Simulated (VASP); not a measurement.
Runs of VASP 6.6.1 on C. Symmetry: P6_3/mmc, No. 194, hexagonal system. The conventional cell has a = 2.461 Å, b = 2.461 Å, c = 7.379 Å, α = 90.00°, β = 90.00°, γ = 120.00°. Around C (site symmetry -6m2) lie 3 C at 1.42 Å. C (site symmetry -6m2) is surrounded by 3 C at 1.42 Å. The cell was built by a generator and needn't be a form met in nature.

```csv
level,potentials or basis,further INCAR settings,gap on the mesh (eV),pressure (GPa)
PBE+TS,"VASP PAW PBE potentials, release 64 (C)",ALGO = Fast; EDIFF = 1e-07,0.83,-0.8
PBE+MBD,"VASP PAW PBE potentials, release 64 (C)",ALGO = Fast; EDIFF = 1e-07,0.83,0.2
r2SCAN+rVV10,"VASP PAW PBE potentials, release 64 (C)",ALGO = Normal; EDIFF = 1e-07,0.88,-1.7
LDA,"VASP PAW LDA potentials, release 64 (C)",ALGO = Fast; EDIFF = 1e-07,0.81,(b)
rev-vdW-DF2,"VASP PAW PBE potentials, release 64 (C)",ALGO = Fast; EDIFF = 1e-07,0.81,(a)
```

Alike in all rows: task single point; no spin polarisation; cell as given; k mesh 16 × 16 × 4; cutoff (eV) 520; smearing fermi-dirac 0.05 eV.

Problem. Estimate the missing entries.

Solution. (a) 0.8; (b) -4.7.

Caveats: the PAW data sets were made with another functional, which shifts forces and pressure a little (some runs).

A k mesh can miss the band edges.
